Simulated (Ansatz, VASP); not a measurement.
# KBr in two plane-wave programs, part 2 of 2

Wanted: the spread between two codes on one cell, functional and k mesh. The cell is taken from a series of runs on this material, whose earlier steps may have relaxed, scaled, displaced or heated it; both programs get it as it stands.

VASP 6.6.1 and Ansatz 0.2.0.

So far: The starting structure; Ansatz: dielectric response, LDA.

### Step 3. VASP: dielectric response, LDA

Level of this step: LDA; plane waves and PAW (K_sv, Br) (VASP).

The same cell, functional (in two slightly different forms) and mesh now go to VASP, with its own data sets.

Lines of VASP's logs that name or quote its potential files are left out, and so is its time.

File INCAR:

```
SYSTEM = KBr
PREC = Accurate
ENCUT = 400
EDIFF = 1E-08
NELM = 120
ISMEAR = 0
SIGMA = 0.01
LREAL = .FALSE.
ALGO = Normal
GGA = CA
NBANDS = 14
LORBIT = 11
LWAVE = .FALSE.
LCHARG = .FALSE.
ISIF = 2
LEPSILON = .TRUE.
LASPH = .TRUE.
GGA_COMPAT = .FALSE.
```

File POSCAR:

```
KBr
1.0
    0.0000000000      3.3000000000      3.3000000000
    3.3000000000      0.0000000000      3.3000000000
    3.3000000000      3.3000000000      0.0000000000
K Br
1 1
Direct
    0.0000000000      0.0000000000      0.0000000000
    0.5000000000      0.5000000000      0.5000000000
```

File KPOINTS:

```
Automatic mesh
0
Gamma
6 6 6
0 0 0
```

The projector-augmented-wave data sets are K_sv and Br (LDA family, release 64).

Launch:

```
$ mpirun -np 1 vasp_std
```

Numbers of over 12 decimals in the logs are rounded to 6 here.

The log of the run:

```text
[banner, memory and clock lines left out]
running    1 mpi-ranks, on    1 nodes
 distrk:  each k-point on    1 cores,    1 groups
 distr:  one band on    1 cores,    1 groups

 POSCAR found type information on POSCAR K Br
 POSCAR found :  2 types and       2 ions
 LDA part: xc-table for (Slater(with rela. corr.)+CA(PZ))
 , standard interpolation
 POSCAR, INCAR and KPOINTS ok, starting setup
 FFT: planning ... GRIDC
 FFT: planning ... GRID_SOFT
 FFT: planning ... GRID
 WAVECAR not read
 entering main loop
       N       E                     dE             d eps       ncg     rms          rms(c)
DAV:   1     0.886508179312E+02    0.88651E+02   -0.59680E+03   448   0.820E+02
DAV:   2    -0.115451479989E+01   -0.89805E+02   -0.84944E+02   566   0.230E+02
DAV:   3    -0.677605203804E+01   -0.56215E+01   -0.55965E+01   606   0.499E+01
DAV:   4    -0.698612083253E+01   -0.21007E+00   -0.21001E+00   698   0.937E+00
DAV:   5    -0.698764898069E+01   -0.15281E-02   -0.15281E-02   606   0.823E-01    0.327E+00
DAV:   6    -0.682047870021E+01    0.16717E+00   -0.21826E-01   550   0.232E+00    0.237E+00
DAV:   7    -0.679650751704E+01    0.23971E-01   -0.79316E-02   586   0.157E+00    0.115E+00
DAV:   8    -0.679719150976E+01   -0.68399E-03   -0.92380E-03   624   0.707E-01    0.176E-01
DAV:   9    -0.679717284500E+01    0.18665E-04   -0.22611E-04   598   0.854E-02    0.745E-02
DAV:  10    -0.679725219537E+01   -0.79350E-04   -0.69514E-05   486   0.499E-02    0.177E-02
DAV:  11    -0.679725232169E+01   -0.12632E-06   -0.25244E-06   660   0.101E-02    0.526E-03
DAV:  12    -0.679725270960E+01   -0.38791E-06   -0.30806E-07   534   0.501E-03    0.111E-03
DAV:  13    -0.679725274206E+01   -0.32458E-07   -0.15866E-08   556   0.777E-04    0.411E-04
DAV:  14    -0.679725274501E+01   -0.29465E-08   -0.38508E-09   380   0.592E-04
   1 F= -.67972527E+01 E0= -.67972527E+01  d E =-.412068E-93
 Linear response reoptimize wavefunctions to high precision
DAV:   1    -0.679725274515E+01   -0.14393E-09   -0.72053E-10   368   0.244E-04
DAV:   2    -0.679725274508E+01    0.67757E-10   -0.96611E-11   272   0.722E-05
 Linear response G [H, r] |phi>, progress :
  Direction:   1
       N       E                     dE             d eps       ncg     rms
RMM:   1    -0.557254160745E+02   -0.55725E+02    0.35608E+02   884   0.975E+01
RMM:   2    -0.577471017546E+02   -0.20217E+01   -0.69010E+00   840   0.196E+01
RMM:   3    -0.580604799464E+02   -0.31338E+00   -0.18395E+00  1002   0.592E+00
RMM:   4    -0.581096289138E+02   -0.49149E-01   -0.39588E-01  1028   0.195E+00
RMM:   5    -0.581211138760E+02   -0.11485E-01   -0.87066E-02  1016   0.835E-01
RMM:   6    -0.581233115396E+02   -0.21977E-02   -0.21939E-02  1041   0.397E-01
RMM:   7    -0.581239004170E+02   -0.58888E-03   -0.66499E-03  1025   0.188E-01
RMM:   8    -0.581240257679E+02   -0.12535E-03    0.36516E-03  1025   0.908E-02
RMM:   9    -0.581241073411E+02   -0.81573E-04    0.55125E-03  1023   0.403E-02
RMM:  10    -0.581241139858E+02   -0.66448E-05    0.56728E-03   995   0.204E-02
RMM:  11    -0.581241166753E+02   -0.26895E-05    0.39957E-03  1002   0.109E-02
RMM:  12    -0.581241170236E+02   -0.34831E-06    0.44611E-03   971   0.622E-03
RMM:  13    -0.581241172894E+02   -0.26575E-06    0.45787E-03   936   0.374E-03
RMM:  14    -0.581241173505E+02   -0.61162E-07    0.41093E-03   842   0.247E-03
RMM:  15    -0.581241172979E+02    0.52604E-07    0.43837E-03   743   0.171E-03
RMM:  16    -0.581241173518E+02   -0.53835E-07    0.44980E-03   659   0.135E-03
RMM:  17    -0.581241173125E+02    0.39220E-07    0.43736E-03   603   0.115E-03
RMM:  18    -0.581241173106E+02    0.19023E-08    0.43629E-03   573   0.102E-03
RMM:  19    -0.581241172792E+02    0.31438E-07    0.43374E-03   543   0.952E-04
RMM:  20    -0.581241172854E+02   -0.61733E-08    0.43445E-03   509   0.898E-04
RMM:  21    -0.581241172545E+02    0.30873E-07    0.43382E-03   483   0.885E-04
RMM:  22    -0.581241172702E+02   -0.15726E-07    0.43342E-03   450   0.852E-04
RMM:  23    -0.581241172446E+02    0.25597E-07    0.43285E-03   452   0.857E-04
 Linear response G [H, r] |phi>, progress :
  Direction:   2
       N       E                     dE             d eps       ncg     rms
RMM:   1    -0.538825153339E+02   -0.53883E+02    0.37161E+02   900   0.987E+01
RMM:   2    -0.560911921470E+02   -0.22087E+01   -0.58818E+00   840   0.192E+01
RMM:   3    -0.563490902297E+02   -0.25790E+00   -0.13433E+00   994   0.558E+00
RMM:   4    -0.563917269946E+02   -0.42637E-01   -0.27402E-01  1033   0.178E+00
RMM:   5    -0.564019604051E+02   -0.10233E-01   -0.66435E-02  1020   0.753E-01
RMM:   6    -0.564036161811E+02   -0.16558E-02   -0.18942E-02  1055   0.361E-01
RMM:   7    -0.564041211362E+02   -0.50496E-03   -0.56479E-03  1033   0.168E-01
RMM:   8    -0.564042516665E+02   -0.13053E-03   -0.16268E-03  1035   0.832E-02
RMM:   9    -0.564042961224E+02   -0.44456E-04    0.56028E-04  1023   0.397E-02
[...]
RMM:   6    -0.430712440134E+00   -0.13766E-04   -0.42540E-05  1028   0.177E-02
RMM:   7    -0.430714893276E+00   -0.24531E-05   -0.12764E-05  1001   0.720E-03
RMM:   8    -0.430715398134E+00   -0.50486E-06    0.28224E-05  1005   0.339E-03
RMM:   9    -0.430715484045E+00   -0.85911E-07   -0.67083E-05   996   0.130E-03
RMM:  10    -0.430715499528E+00   -0.15482E-07   -0.55615E-06   924   0.565E-04
[...]
RMM:   8    -0.335433959143E+00   -0.48923E-06   -0.25768E-05   893   0.319E-03
RMM:   9    -0.335434059077E+00   -0.99934E-07   -0.52947E-05   870   0.129E-03
RMM:  10    -0.335434081442E+00   -0.22365E-07    0.12455E-07   839   0.604E-04
RMM:  11    -0.335434085012E+00   -0.35698E-08   -0.11566E-05   754   0.239E-04
RMM:  12    -0.335434085591E+00   -0.57909E-09    0.72807E-08   660   0.122E-04
 change of polarisation eV/A/(eV/A) component  3 :     0.055    -0.074     0.671
 dielectric tensor                  component  3 :     0.139    -0.187     2.689
 Linear response to external field, progress :
  Direction:   1
       N       E                     dE             d eps       ncg     rms          rms(c)
RMM:   1    -0.368332041294E+00   -0.36833E+00   -0.83446E-01  1830   0.337E+00
RMM:   2    -0.384729169763E+00   -0.16397E-01   -0.42784E-02  1763   0.842E-01    0.139E+00
RMM:   3    -0.339825759035E+00    0.44903E-01   -0.71786E-02  1542   0.127E+00    0.648E-01
RMM:   4    -0.346919048744E+00   -0.70933E-02   -0.53079E-02  1619   0.996E-01    0.169E-01
RMM:   5    -0.356867218584E+00   -0.99482E-02   -0.43240E-03  1761   0.327E-01    0.273E-02
RMM:   6    -0.357943192980E+00   -0.10760E-02   -0.11811E-03  1901   0.134E-01    0.235E-02
RMM:   7    -0.358378080669E+00   -0.43489E-03   -0.23735E-04  1830   0.580E-02    0.161E-02
RMM:   8    -0.358524588688E+00   -0.14651E-03   -0.87784E-05  1849   0.297E-02    0.495E-03
RMM:   9    -0.358546044401E+00   -0.21456E-04   -0.43608E-05  1948   0.141E-02    0.149E-03
RMM:  10    -0.358549506502E+00   -0.34621E-05   -0.44260E-05  1947   0.681E-03    0.417E-04
RMM:  11    -0.358548145117E+00    0.13614E-05   -0.15915E-05  2005   0.257E-03    0.126E-04
RMM:  12    -0.358545043733E+00    0.31014E-05    0.10604E-06  1964   0.103E-03    0.243E-04
RMM:  13    -0.358545253043E+00   -0.20931E-06    0.67346E-07  1830   0.465E-04    0.411E-04
RMM:  14    -0.358545226240E+00    0.26803E-07    0.85710E-07  1731   0.275E-04    0.202E-04
RMM:  15    -0.358545128319E+00    0.97921E-07    0.42962E-07  1589   0.121E-04    0.136E-04
RMM:  16    -0.358545013294E+00    0.11502E-06    0.84080E-08  1285   0.673E-05    0.751E-05
RMM:  17    -0.358544899979E+00    0.11331E-06    0.13105E-07  1002   0.528E-05    0.362E-05
RMM:  18    -0.358544873894E+00    0.26085E-07    0.69569E-08   797   0.458E-05    0.257E-05
RMM:  19    -0.358544803569E+00    0.70324E-07    0.96280E-09   808   0.479E-05    0.137E-06
 change of polarisation eV/A/(eV/A) component  1 :     0.646     0.085     0.030
 dielectric tensor                  component  1 :     2.628     0.215     0.075
 Linear response to external field, progress :
  Direction:   2
       N       E                     dE             d eps       ncg     rms          rms(c)
RMM:   1    -0.368346713179E+00   -0.36835E+00   -0.83460E-01  1843   0.338E+00
RMM:   2    -0.384725019852E+00   -0.16378E-01   -0.42648E-02  1777   0.849E-01    0.139E+00
RMM:   3    -0.339829697402E+00    0.44895E-01   -0.71708E-02  1551   0.127E+00    0.648E-01
RMM:   4    -0.346941462854E+00   -0.71118E-02   -0.53446E-02  1624   0.999E-01    0.169E-01
RMM:   5    -0.356848479818E+00   -0.99070E-02   -0.43322E-03  1777   0.328E-01    0.271E-02
RMM:   6    -0.357950894024E+00   -0.11024E-02   -0.11883E-03  1912   0.136E-01    0.234E-02
RMM:   7    -0.358380135844E+00   -0.42924E-03   -0.24285E-04  1843   0.594E-02    0.162E-02
RMM:   8    -0.358531295018E+00   -0.15116E-03   -0.89937E-05  1862   0.303E-02    0.551E-03
RMM:   9    -0.358546859374E+00   -0.15564E-04   -0.38759E-05  1962   0.145E-02    0.150E-03
RMM:  10    -0.358549218935E+00   -0.23596E-05   -0.43985E-05  1968   0.704E-03    0.381E-04
RMM:  11    -0.358548319756E+00    0.89918E-06   -0.13411E-05  2030   0.263E-03    0.130E-04
RMM:  12    -0.358544841751E+00    0.34780E-05    0.17983E-06  1957   0.103E-03    0.184E-04
RMM:  13    -0.358544845115E+00   -0.33642E-08    0.10651E-06  1764   0.438E-04    0.235E-04
RMM:  14    -0.358545410491E+00   -0.56538E-06    0.11282E-06  1759   0.201E-04    0.380E-04
RMM:  15    -0.358545737531E+00   -0.32704E-06    0.52552E-07  1764   0.138E-04    0.531E-04
RMM:  16    -0.358546185794E+00   -0.44826E-06    0.27357E-07  1391   0.756E-05    0.589E-04
RMM:  17    -0.358546262427E+00   -0.76633E-07    0.21204E-07  1068   0.514E-05    0.594E-04
RMM:  18    -0.358546159889E+00    0.10254E-06    0.98423E-08   928   0.458E-05    0.555E-04
 change of polarisation eV/A/(eV/A) component  2 :     0.064     0.646    -0.029
 dielectric tensor                  component  2 :     0.161     2.628    -0.073
 Linear response to external field, progress :
  Direction:   3
       N       E                     dE             d eps       ncg     rms          rms(c)
RMM:   1    -0.368341341043E+00   -0.36834E+00   -0.83455E-01  1841   0.338E+00
RMM:   2    -0.384730038888E+00   -0.16389E-01   -0.42679E-02  1777   0.849E-01    0.139E+00
RMM:   3    -0.339830132784E+00    0.44900E-01   -0.71714E-02  1552   0.127E+00    0.648E-01
RMM:   4    -0.346939642424E+00   -0.71095E-02   -0.53410E-02  1626   0.998E-01    0.169E-01
RMM:   5    -0.356850764094E+00   -0.99111E-02   -0.43320E-03  1778   0.328E-01    0.271E-02
RMM:   6    -0.357950898197E+00   -0.11001E-02   -0.11872E-03  1908   0.136E-01    0.234E-02
RMM:   7    -0.358380556496E+00   -0.42966E-03   -0.24710E-04  1848   0.594E-02    0.162E-02
RMM:   8    -0.358532090362E+00   -0.15153E-03   -0.11865E-04  1861   0.303E-02    0.554E-03
RMM:   9    -0.358546722533E+00   -0.14632E-04   -0.95298E-05  1960   0.145E-02    0.151E-03
RMM:  10    -0.358549186830E+00   -0.24643E-05   -0.63979E-05  1961   0.700E-03    0.310E-04
RMM:  11    -0.358548248618E+00    0.93821E-06   -0.25960E-05  2035   0.266E-03    0.184E-04
RMM:  12    -0.358544685839E+00    0.35628E-05   -0.25209E-06  1948   0.105E-03    0.127E-04
RMM:  13    -0.358544882819E+00   -0.19698E-06   -0.58110E-07  1953   0.491E-04    0.978E-05
RMM:  14    -0.358545055130E+00   -0.17231E-06   -0.63033E-08  1780   0.226E-04    0.875E-05
RMM:  15    -0.358544845783E+00    0.20935E-06    0.30012E-07  1541   0.115E-04    0.309E-05
RMM:  16    -0.358544805839E+00    0.39945E-07    0.44389E-08  1198   0.628E-05    0.109E-05
RMM:  17    -0.358544764161E+00    0.41678E-07    0.18832E-07   925   0.466E-05    0.679E-06
 change of polarisation eV/A/(eV/A) component  3 :     0.000     0.022     0.646
 dielectric tensor                  component  3 :     0.001     0.055     2.628
 Born effective charges drift removed
```

OUTCAR, selected parts (step 3):

```text
ion  position               nearest neighbor table
   1  0.000  0.000  0.000-   2 3.30   2 3.30   2 3.30   2 3.30   2 3.30   2 3.30
   2  0.500  0.500  0.500-   1 3.30   1 3.30   1 3.30   1 3.30   1 3.30   1 3.30

  LATTYP: Found a face centered cubic cell.
 ALAT       =     6.6000000000

 Subroutine GETGRP returns: Found 48 space group operations
 (whereof 48 operations were pure point group operations)

The static configuration has the point symmetry O_h .

 Found     16 irreducible k-points:

   k-points           NKPTS =     16   k-points in BZ     NKDIM =     16   number of bands    NBANDS=     14

   dimension x,y,z NGX =    30 NGY =   30 NGZ =   30
   dimension x,y,z NGXF=    60 NGYF=   60 NGZF=   60

   ENCUT  =  400.0 eV  29.40 Ry    5.42 a.u.   7.61  7.61  7.61*2*pi/ulx,y,z

   NELECT =      16.0000    total number of electrons

 k-points in reciprocal lattice and weights: Automatic mesh
   0.00000000  0.00000000  0.00000000       0.005
   0.16666667  0.00000000  0.00000000       0.037
   0.33333333  0.00000000  0.00000000       0.037
   0.50000000  0.00000000  0.00000000       0.019
   0.16666667  0.16666667  0.00000000       0.028
   0.33333333  0.16666667  0.00000000       0.111
   0.50000000  0.16666667  0.00000000       0.111
  -0.33333333  0.16666667  0.00000000       0.111
  -0.16666667  0.16666667  0.00000000       0.056
[...]
-0.33333333  0.33333333  0.16666667       0.111
  -0.33333333  0.50000000  0.16666667       0.056

 average (electrostatic) potential at core
       1 -36.2923       2 -70.9402

  Total       -0.7225973     -0.7225973     -0.7225973      0.0000000     -0.0000000      0.0000000
  in kB      -16.1077588    -16.1077588    -16.1077588      0.0000000     -0.0000000      0.0000000
  external PRESSURE =     -16.1077588 kB  Pullay stress =       0.0000000 kB

  energy-cutoff  :      400.00
  volume of cell :       71.87
      direct lattice vectors                 reciprocal lattice vectors
     0.000000000  3.300000000  3.300000000    -0.151515152  0.151515152  0.151515152
     3.300000000  0.000000000  3.300000000     0.151515152 -0.151515152  0.151515152
     3.300000000  3.300000000  0.000000000     0.151515152  0.151515152 -0.151515152

 POSITION                                       TOTAL-FORCE (eV/Angst)
 -----------------------------------------------------------------------------------
      0.00000      0.00000      0.00000        -0.000000      0.000000      0.000000
      3.30000      3.30000      3.30000         0.000000      0.000000     -0.000000
 -----------------------------------------------------------------------------------
    total drift:                               -0.000000      0.000000      0.000000

 MACROSCOPIC STATIC DIELECTRIC TENSOR (including local field effects in DFT)
 ------------------------------------------------------
           2.627545     0.000000    -0.000000
          -0.000000     2.627545     0.000000
          -0.000000    -0.000000     2.627545
 ------------------------------------------------------

 PIEZOELECTRIC TENSOR (including local field effects)  for field in x, y, z        (C/m^2)
          XX          YY          ZZ          XY          YZ          ZX
  --------------------------------------------------------------------------------
  x     0.00000     0.00000     0.00000     0.00000     0.00000     0.00000
  y     0.00000     0.00000     0.00000     0.00000     0.00000     0.00000
  z     0.00000     0.00000     0.00000     0.00000     0.00000     0.00000

 BORN EFFECTIVE CHARGES (including local field effects) (in |e|, cummulative output)
 ---------------------------------------------------------------------------------
 ion    1
    1     1.12564     0.00000     0.00000
    2     0.00000     1.12564     0.00000
    3     0.00000     0.00000     1.12564
 ion    2
    1    -1.12564     0.00000     0.00000
    2     0.00000    -1.12564     0.00000
    3     0.00000     0.00000    -1.12564
```

### Step 4. Comparison

Known differences besides the potentials themselves: the two LDA forms differ slightly; fixed occupations in Ansatz, narrow Gaussian smearing in VASP; VASP's response is taken on the typed mesh, Ansatz refines its own for the field response alone; the cutoff is 420 eV in Ansatz and 400 eV in VASP; VASP's log shows a relativistic correction to its local exchange, Ansatz's none. Total energies have different zeros and are not compared.

The two programs side by side:

```
quantity  Ansatz  VASP  difference
   ε∞ xx    2.63  2.63     -0.08 %
   ε∞ yy    2.63  2.63     -0.08 %
   ε∞ zz    2.63  2.63     -0.08 %
```

### Step 5. What came out

- difference in ε∞ xx (dielectric response, LDA): -0.079 %

The difference in ε∞ xx is -0.079 % (dielectric response, LDA), within the 5 % picked in this series as the mark of a large difference. Such differences can come from data sets, numerical settings and the points named under the comparisons, not from the functional's error against experiment.

[Lines on the potential files, build, host, timing and source positions are cut from VASP's logs without a mark.]

[Logs are printed without paths, hosts, clocks, repeated set-up lines and the standing remarks that a program may print on its own settings, such as how far it seeks lower states.]

[Hosts, paths, dates, database ids (printed as entryN), source tags and the programs' standing remarks are cut or masked in the printed files.]
